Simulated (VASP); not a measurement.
These are modified Becke-Johnson potential (mBJ), VASP's PBE PAW potentials (set 64) (plane waves; VASP 6.6.1) values and carry that method's errors.

Input for VASP

KPOINTS:
```
Automatic mesh
0
Gamma
4 4 4
0 0 0
```

### INCAR
```
ALGO  =  Normal
EDIFF  =  1E-6
ENCUT  =  400
ISIF  =  0
ISMEAR  =  0
LASPH  =  .TRUE.
LCHARG  =  .FALSE.
LMAXMIX  =  4
LMIXTAU  =  .TRUE.
LREAL  =  .FALSE.
LWAVE  =  .FALSE.
METAGGA  =  MBJ
NELM  =  200
PREC  =  Accurate
SIGMA  =  0.05
SYSTEM  =  Zn2SeS
```

**POSCAR**
```
Zn2SeS
1
    3.9514813164     0.0000000000     0.0000000000
    0.0000000000     3.9514813164     0.0000000000
    0.0000000000     0.0000000000     5.5736379110
Zn Se S
2 1 1
Direct
  0.5000000000   0.0000000000   0.7630993380
  0.0000000000   0.5000000000   0.2369006620
  0.0000000000   0.0000000000   0.5000000000
  0.5000000000   0.5000000000   0.0000000000
```

KPOINTS_OPT:
```
k-points along high-symmetry lines
7
Line-mode
Reciprocal
  0.000000   0.000000   0.000000 ! GAMMA
  0.000000   0.500000   0.000000 ! X

  0.000000   0.500000   0.000000 ! X
  0.500000   0.500000   0.000000 ! M

  0.500000   0.500000   0.000000 ! M
  0.000000   0.000000   0.000000 ! GAMMA

  0.000000   0.000000   0.000000 ! GAMMA
  0.000000   0.000000   0.500000 ! Z

  0.000000   0.000000   0.500000 ! Z
  0.000000   0.500000   0.500000 ! R

  0.000000   0.500000   0.500000 ! R
  0.500000   0.500000   0.500000 ! A

  0.500000   0.500000   0.500000 ! A
  0.000000   0.000000   0.500000 ! Z

  0.000000   0.500000   0.000000 ! X
  0.000000   0.500000   0.500000 ! R

  0.500000   0.500000   0.000000 ! M
  0.500000   0.500000   0.500000 ! A
```

POTCAR, in this order: Zn Se S (PBE.64 set). Program: vasp_std. Read from the step before: WAVECAR.

The run wrote:

File OSZICAR:
```
       N       E                     dE             d eps       ncg     rms          rms(c)
DAV:   1     0.352807472853E+03    0.35281E+03   -0.38071E+00  1014   0.309E+01    0.622E+00
DAV:   2     0.352386431311E+03   -0.42104E+00   -0.43407E+00   808   0.193E+01    0.195E+01
DAV:   3     0.351934293988E+03   -0.45214E+00   -0.47948E-01   882   0.615E+00    0.230E+01
DAV:   4     0.352448997954E+03    0.51470E+00   -0.46115E-01   818   0.393E+00    0.160E+01
DAV:   5     0.354177803389E+03    0.17288E+01   -0.77301E-01   810   0.495E+00    0.794E+00
DAV:   6     0.354679910158E+03    0.50211E+00   -0.68225E-02   798   0.190E+00    0.634E+00
DAV:   7     0.354682862726E+03    0.29526E-02   -0.15989E-02   852   0.876E-01    0.673E+00
DAV:   8     0.354826060907E+03    0.14320E+00   -0.72064E-03   792   0.658E-01    0.544E+00
DAV:   9     0.355514986236E+03    0.68893E+00   -0.34971E-02   828   0.184E+00    0.152E+00
DAV:  10     0.355426028110E+03   -0.88958E-01   -0.15521E-02   828   0.108E+00    0.827E-01
DAV:  11     0.355479926468E+03    0.53898E-01   -0.13715E-03   900   0.363E-01    0.676E-01
DAV:  12     0.355500265239E+03    0.20339E-01   -0.26135E-03   852   0.324E-01    0.433E-01
DAV:  13     0.355651044090E+03    0.15078E+00   -0.48995E-03   870   0.578E-01    0.206E-01
DAV:  14     0.355660778908E+03    0.97348E-02   -0.16805E-03   810   0.292E-01    0.159E-01
DAV:  15     0.355644100892E+03   -0.16678E-01   -0.27355E-04   894   0.130E-01    0.236E-01
DAV:  16     0.355648214375E+03    0.41135E-02   -0.31501E-05   846   0.488E-02    0.120E-01
DAV:  17     0.355656070673E+03    0.78563E-02   -0.82011E-05   864   0.700E-02    0.130E-01
DAV:  18     0.355654177984E+03   -0.18927E-02   -0.35759E-05   822   0.404E-02    0.114E-01
DAV:  19     0.355654742884E+03    0.56490E-03   -0.11048E-06   618   0.952E-03    0.117E-01
DAV:  20     0.355651259017E+03   -0.34839E-02   -0.18063E-06   608   0.139E-02    0.734E-02
DAV:  21     0.355649559077E+03   -0.16999E-02   -0.12379E-06   528   0.890E-03    0.443E-02
DAV:  22     0.355648193972E+03   -0.13651E-02   -0.27736E-07   420   0.592E-03    0.347E-02
DAV:  23     0.355646382683E+03   -0.18113E-02   -0.17995E-07   432   0.402E-03    0.176E-02
DAV:  24     0.355645447206E+03   -0.93548E-03   -0.11541E-07   408   0.299E-03    0.926E-03
DAV:  25     0.355644629124E+03   -0.81808E-03   -0.50744E-08   432   0.225E-03    0.203E-03
DAV:  26     0.355644391566E+03   -0.23756E-03   -0.26952E-08   408   0.142E-03    0.313E-04
DAV:  27     0.355644090717E+03   -0.30085E-03   -0.11879E-08   432   0.136E-03    0.246E-03
DAV:  28     0.355644122010E+03    0.31293E-04   -0.47289E-09   408   0.801E-04    0.173E-03
DAV:  29     0.355644162931E+03    0.40921E-04   -0.76037E-10   432   0.216E-04    0.116E-03
DAV:  30     0.355644183539E+03    0.20609E-04   -0.33172E-10   414   0.228E-04    0.101E-03
DAV:  31     0.355644285099E+03    0.10156E-03   -0.51139E-10   414   0.235E-04    0.212E-04
DAV:  32     0.355644320476E+03    0.35377E-04   -0.38126E-10   408   0.167E-04    0.161E-04
DAV:  33     0.355644322107E+03    0.16308E-05   -0.66881E-11   414   0.633E-05    0.236E-04
DAV:  34     0.355644336523E+03    0.14416E-04   -0.24045E-11   408   0.460E-05    0.138E-04
DAV:  35     0.355644340811E+03    0.42887E-05   -0.95146E-12   414   0.253E-05    0.995E-05
DAV:  36     0.355644351154E+03    0.10343E-04   -0.51478E-12   414   0.269E-05    0.113E-05
DAV:  37     0.355644350303E+03   -0.85143E-06   -0.57679E-12   414   0.171E-05
   1 F= 0.35564435E+03 E0= 0.35564435E+03  d E =-.196657E-10
       N       E                     dE             ncg
       N       E                     dE             ncg
       N       E                     dE             ncg
       N       E                     dE             ncg
```

### OUTCAR
```
------------------------ aborting loop because EDIFF is reached ----------------------------------------
  volume of cell :       87.03
      direct lattice vectors                 reciprocal lattice vectors
     3.951481316  0.000000000  0.000000000     0.253069652  0.000000000  0.000000000
     0.000000000  3.951481316  0.000000000     0.000000000  0.253069652  0.000000000
     0.000000000  0.000000000  5.573637911     0.000000000  0.000000000  0.179416032
 POSITION                                       TOTAL-FORCE (eV/Angst)
 -----------------------------------------------------------------------------------
      1.97574      0.00000      4.25324        -0.000000      0.000000     -0.729110
      0.00000      1.97574      1.32040         0.000000      0.000000      0.729110
      0.00000      0.00000      2.78682         0.000000      0.000000      0.000000
      1.97574      1.97574      0.00000         0.000000     -0.000000      0.000000
 -----------------------------------------------------------------------------------
    total drift:                                0.000000      0.000000     -0.000000
  FREE ENERGIE OF THE ION-ELECTRON SYSTEM (eV)
  ---------------------------------------------------
  free  energy   TOTEN  =       355.6443503030 eV

  energy  without entropy=      355.6443503031  energy(sigma->0) =      355.64435030

     CMBJ =    1.0000

     CMBJA=   -0.0120

     CMBJB=    1.0230

     CMBJE=    0.5000

    CMBJ =    1.2828
```
(Selected blocks of OUTCAR.)

File OUTCAR:
```
 val. band max:        1.9438907436   @ k =   0.0000   0.0000   0.0000

 cond. band min:       4.9516953947   @ k =   0.0000   0.0000   0.0000


 Fermi energy:         2.1537616044

 k-point     1 :       0.0000    0.0000    0.0000
  band No.  band energies     occupation
      1     -10.9738      2.00000
      2      -9.9610      2.00000
      3      -4.0879      2.00000
      4      -4.0872      2.00000
      5      -4.0872      2.00000
      6      -3.9398      2.00000
      7      -3.7955      2.00000
      8      -3.7955      2.00000
      9      -3.5907      2.00000
     10      -3.5857      2.00000
     11      -3.5287      2.00000
     12      -3.4244      2.00000
     13      -2.1300      2.00000
     14      -0.1156      2.00000
     15      -0.1156      2.00000
     16       1.8645      2.00000
     17       1.9439      2.00000
     18       1.9439      2.00000
     19       4.9517      0.00000
     20       6.2267      0.00000
     21       6.7320      0.00000
     22       9.0061      0.00000

 k-point     2 :       0.2500    0.0000    0.0000
  band No.  band energies     occupation
      1     -10.7479      2.00000
      2      -9.9688      2.00000
      3      -4.0529      2.00000
      4      -4.0462      2.00000
      5      -4.0267      2.00000
      6      -3.9327      2.00000
      7      -3.8398      2.00000
      8      -3.6960      2.00000
      9      -3.5964      2.00000
     10      -3.5813      2.00000
     11      -3.5594      2.00000
     12      -3.3524      2.00000
     13      -2.1151      2.00000
     14      -0.8455      2.00000
     15       0.2143      2.00000
     16       0.2374      2.00000
     17       1.1655      2.00000
     18       1.8006      2.00000
     19       6.3154      0.00000
     20       6.9117      0.00000
     21       8.4258      0.00000
     22       8.8317      0.00000

 k-point     3 :       0.5000    0.0000    0.0000
  band No.  band energies     occupation
      1     -10.4094      2.00000
...
```

mBJ is a potential without an energy functional, so only the levels count.

The structure comes from a computed database's Zn2SeS entry (P-4m2); how it stands against other phases isn't given here. It was relaxed first. The cell's shape comes from a PBE relaxation.
